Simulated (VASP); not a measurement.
Given:

```
CELL_PARAMETERS angstrom
      4.01917     0.00000     0.00000
      0.00000     4.01917     0.00000
      0.00000     0.00000     4.01917
ATOMIC_POSITIONS crystal
  K  0.00000 0.00000 0.00000
  Ta 0.50000 0.50000 0.50000
  O  0.50000 0.00000 0.50000
  O  0.00000 0.50000 0.50000
  O  0.50000 0.50000 0.00000
```

All values below come from TPSS meta-GGA, VASP's PBE PAW potentials (set 64) (plane waves; VASP). Settings: 520 eV cut-off, 6×6×6 Γ-centred mesh, tetrahedra with Blöchl corrections, potentials K_sv Ta_pv O.

The cores are frozen, which limits the accuracy of field gradients.

Q: Give the principal components of the electric field gradient (V/Å²) and the asymmetry η at each nucleus.

A: 
```tsv
atom	Vxx	Vyy	Vzz	η
K1	0.0	0.0	0.0	-
Ta2	0.0	0.0	0.0	-
O3	-8.9	-8.9	17.7	0.00
O4	-8.9	-8.9	17.7	0.00
O5	-8.9	-8.9	17.7	0.00
```

The compound is KTaO3 in the cubic perovskite structure. It was relaxed first.
